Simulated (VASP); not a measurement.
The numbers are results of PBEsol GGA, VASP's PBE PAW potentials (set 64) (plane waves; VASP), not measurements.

The input files of a VASP run:

**POSCAR**
```
Co
1
    1.2197552192    -2.1126782320     0.0000000000
    1.2197552192     2.1126782320     0.0000000000
    0.0000000000     0.0000000000     3.9347097040
Co
2
Direct
  0.3333330000   0.6666670000   0.2500000000
  0.6666670000   0.3333330000   0.7500000000
```

File KPOINTS:
```
kpoints
0
Gamma
 17 17 9
```

**INCAR**
```
! general
SYSTEM  = Co
PREC    = Accurate
ENCUT   = 500
LREAL   = .False.
LASPH   = .True.

! electronic loop
EDIFF   = 1E-6
NELM    = 100
ALGO    = Normal
LMAXMIX = 4

! smearing
ISMEAR  = 1
SIGMA   = 0.1

! functional
GGA     = PS

! spin
ISPIN   = 2
MAGMOM  = 2*1.6

! ions
IBRION  = 2
NSW     = 40
ISIF    = 3
EDIFFG  = -0.02
PSTRESS = 100

! output
LWAVE   = .False.
LCHARG  = .False.
LORBIT  = 10
```

POTCAR, in this order: Co (PBE.64 set). Program: vasp_std.

Output

**OSZICAR**
```
       N       E                     dE             d eps       ncg     rms          rms(c)
DAV:   1     0.775592199764E+02    0.77559E+02   -0.80877E+03 10124   0.156E+03
DAV:   2    -0.158433895432E+02   -0.93403E+02   -0.86436E+02  9956   0.256E+02
DAV:   3    -0.179655060664E+02   -0.21221E+01   -0.20700E+01 11888   0.547E+01
DAV:   4    -0.179988676780E+02   -0.33362E-01   -0.33354E-01 14324   0.523E+00
DAV:   5    -0.179991349800E+02   -0.26730E-03   -0.26730E-03 12296   0.446E-01    0.168E+01
DAV:   6    -0.158580853319E+02    0.21410E+01   -0.14292E+01 10866   0.789E+01    0.722E+00
DAV:   7    -0.155072874352E+02    0.35080E+00   -0.18390E+00 11433   0.269E+01    0.402E+00
DAV:   8    -0.154836980494E+02    0.23589E-01   -0.19715E-02 14038   0.160E+00    0.204E+00
DAV:   9    -0.154660843661E+02    0.17614E-01   -0.41687E-03 14924   0.113E+00    0.679E-01
DAV:  10    -0.154663808894E+02   -0.29652E-03   -0.12134E-03 13734   0.547E-01    0.189E-01
DAV:  11    -0.154662778623E+02    0.10303E-03   -0.81635E-05 14786   0.152E-01    0.372E-02
DAV:  12    -0.154662728241E+02    0.50382E-05   -0.81022E-06 11536   0.316E-02    0.175E-02
DAV:  13    -0.154662713114E+02    0.15126E-05   -0.16360E-06  6822   0.209E-02    0.926E-03
DAV:  14    -0.154662716669E+02   -0.35548E-06   -0.60581E-07  6246   0.110E-02
   1 F= -.14200550E+02 E0= -.14200744E+02  d E =-.142006E+02  mag=     3.1274
       N       E                     dE             d eps       ncg     rms          rms(c)
DAV:   1    -0.158503216625E+02   -0.38405E+00   -0.53131E+00  9900   0.427E+01    0.568E+00
DAV:   2    -0.154718063350E+02    0.37852E+00   -0.17854E+00 10810   0.285E+01    0.316E+00
DAV:   3    -0.154119883461E+02    0.59818E-01   -0.17480E-01 10824   0.863E+00    0.150E+00
DAV:   4    -0.154053894736E+02    0.65989E-02   -0.27015E-03 12967   0.640E-01    0.506E-01
DAV:   5    -0.153997108840E+02    0.56786E-02   -0.12870E-03 15329   0.506E-01    0.869E-02
DAV:   6    -0.153997446968E+02   -0.33813E-04   -0.15272E-04 11469   0.152E-01    0.480E-02
DAV:   7    -0.153997454002E+02   -0.70336E-06   -0.11823E-05 12016   0.481E-02    0.194E-02
DAV:   8    -0.153997451340E+02    0.26615E-06   -0.10252E-06  6751   0.157E-02
   2 F= -.14191949E+02 E0= -.14191631E+02  d E =0.860149E-02  mag=     3.0186
       N       E                     dE             d eps       ncg     rms          rms(c)
DAV:   1    -0.156160106788E+02   -0.21627E+00   -0.20352E+00  9900   0.273E+01    0.332E+00
DAV:   2    -0.154798157493E+02    0.13619E+00   -0.71270E-01 10698   0.175E+01    0.188E+00
DAV:   3    -0.154538640449E+02    0.25952E-01   -0.73609E-02 10677   0.563E+00    0.931E-01
DAV:   4    -0.154514806878E+02    0.23834E-02   -0.99471E-04 11786   0.399E-01    0.334E-01
DAV:   5    -0.154493007025E+02    0.21800E-02   -0.55834E-04 15113   0.326E-01    0.654E-02
DAV:   6    -0.154493316163E+02   -0.30914E-04   -0.48441E-05 12794   0.987E-02    0.413E-02
DAV:   7    -0.154493367657E+02   -0.51494E-05   -0.74669E-06 11501   0.432E-02    0.120E-02
DAV:   8    -0.154493387268E+02   -0.19612E-05   -0.79169E-07  5365   0.139E-02    0.494E-03
DAV:   9    -0.154493388585E+02   -0.13162E-06   -0.13926E-07  5188   0.450E-03
   3 F= -.14206483E+02 E0= -.14206511E+02  d E =-.593324E-02  mag=     3.0908
```

**OUTCAR**
```
------------------------ aborting loop because EDIFF is reached ----------------------------------------
  FORCE on cell =-STRESS in cart. coord.  units (eV):
  Direction    XX          YY          ZZ          XY          YZ          ZX
  --------------------------------------------------------------------------------------
  Total        1.2192439      1.2192441      1.2761263      0.0000000     -0.0000000      0.0000000
  in kB       98.1002159     98.1002365    102.6769662      0.0000000     -0.0000000      0.0000000
  external PRESSURE =      -0.3741938 kB  Pullay stress =     100.0000000 kB
  volume of cell :       19.91
      direct lattice vectors                 reciprocal lattice vectors
     1.212227062 -2.099639083 -0.000000000     0.412463981 -0.238136165  0.000000000
     1.212227062  2.099639083  0.000000000     0.412463981  0.238136165  0.000000000
    -0.000000000  0.000000000  3.911763401     0.000000000 -0.000000000  0.255639183
 POSITION                                       TOTAL-FORCE (eV/Angst)
 -----------------------------------------------------------------------------------
      1.21223      0.69988      0.97794         0.000000      0.000000      0.000000
      1.21223     -0.69988      2.93382        -0.000000     -0.000000      0.000000
 -----------------------------------------------------------------------------------
    total drift:                                0.000022     -0.000009     -0.000030
  FREE ENERGIE OF THE ION-ELECTRON SYSTEM (eV)
  ---------------------------------------------------
  free  energy   TOTEN  =       -15.4493388585 eV

  energy  without entropy=      -15.4494222401  energy(sigma->0) =      -15.44936665
  enthalpy is  TOTEN    =       -14.2064834241 eV   P V=        1.2428554343

 total charge

# of ion       s       p       d       tot
------------------------------------------
    1        0.527   0.605   7.322   8.454
    2        0.527   0.605   7.322   8.454
--------------------------------------------------
tot          1.054   1.209  14.645  16.908

 magnetization (x)

# of ion       s       p       d       tot
------------------------------------------
    1       -0.015  -0.050   1.609   1.544
    2       -0.015  -0.050   1.609   1.544
--------------------------------------------------
tot         -0.030  -0.100   3.219   3.089

 reached required accuracy - stopping structural energy minimisation
```
(Selected blocks of OUTCAR.)

CONTCAR:
```
Co
   1.00000000000000
     1.2122270622146238   -2.0996390827911076   -0.0000000000000000
     1.2122270622146238    2.0996390827911076    0.0000000000000000
    -0.0000000000000000    0.0000000000000000    3.9117634008406736
  Co
     2
Direct
     0.3333330000000032    0.6666669999999968    0.2500000000000000
     0.6666669999999968    0.3333330000000032    0.7500000000000000
```

The compound is Co in the hcp structure. This run relaxes it under an external pressure of 10 GPa. Symmetry was kept, so distortions that lower it aren't found.
